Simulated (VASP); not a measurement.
Data:

```yaml
crystal:
  lattice:
    - [-2.00625, 2.00625, 2.00625]
    - [2.00625, -2.00625, 2.00625]
    - [2.00625, 2.00625, -2.00625]
  atoms:
    - { symbol: Pm, position: [0.00000, 0.00000, 0.00000] }
```

All values below come from PBEsol GGA, VASP's PBE PAW potentials (set 64) (plane waves; VASP). Run with 400 eV cut-off, 14×14×14 Γ-centred mesh, tetrahedra with Blöchl corrections, potentials Pm_3.

The 4f electrons are frozen in the core of the lanthanide potential, so 4f levels, which can set the real gap, and their magnetism are missing.

Q: Tabulate the total density of states (states/eV per cell) against energy (eV; zero at the valence-band maximum or, without a gap, the Fermi level).

A: 
```
E (eV) | DOS (states/eV)
    -9.93 |  0.00
    -9.58 |  0.00
    -9.24 |  0.00
    -8.89 |  0.00
    -8.55 |  0.00
    -8.21 |  0.00
    -7.86 |  0.00
    -7.52 |  0.00
    -7.17 |  0.00
    -6.83 |  0.00
    -6.49 |  0.00
    -6.14 |  0.00
    -5.80 |  0.00
    -5.45 |  0.00
    -5.11 |  0.00
    -4.76 |  0.00
    -4.42 |  0.00
    -4.08 |  0.02
    -3.73 | # 0.07
    -3.39 | # 0.10
    -3.04 | ## 0.15
    -2.70 | ## 0.20
    -2.35 | ### 0.29
    -2.01 | ########### 0.93
    -1.67 | ############## 1.19
    -1.32 | ################## 1.57
    -0.98 | ################## 1.55
    -0.63 | ####### 0.60
    -0.29 | ####### 0.64
     0.05 | ############################## 2.55
     0.40 | ################ 1.37
     0.74 | ############################# 2.50
     1.09 | #################### 1.67
     1.43 | ########### 0.90
     1.77 | ##### 0.40
     2.12 | ##### 0.43
     2.46 | ######### 0.73
     2.81 | ############ 1.02
     3.15 | ############# 1.13
     3.50 | ################ 1.35
```
Within 2 eV below the Fermi level the largest weight inside VASP's projection spheres is Pm d.

The structure was generated: Pm was put into the bcc type (Im-3m), which need not be its known phase. It was relaxed first.
